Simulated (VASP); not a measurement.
Consider the following.

```xyz
4
Lattice="1.5929 -2.7590 0.0000 1.5929 2.7590 0.0000 0.0000 0.0000 5.1869" Properties=species:S:1:pos:R:3 pbc="T T T"
Ga     1.5929    -0.9197     2.5937
Ga     1.5929     0.9197     0.0002
N      1.5929    -0.9197     4.5487
N      1.5929     0.9197     1.9553
```

Level of theory: PBE GGA with D4 dispersion, VASP's PBE PAW potentials (set 64) (plane waves; VASP). Run with 520 eV cut-off, Gaussian smearing of 0.050 eV, potentials Ga_d N.

Problem. What does the run give for the band gap (along the path) with the smallest direct gap where there is one?

Solution. 
band gap (along the path): 1.93 eV
smallest direct gap (along the path): 1.93 eV

Only differences to runs with the same potentials and settings are physical.

The compound is GaN in the wurtzite structure. It was relaxed first.
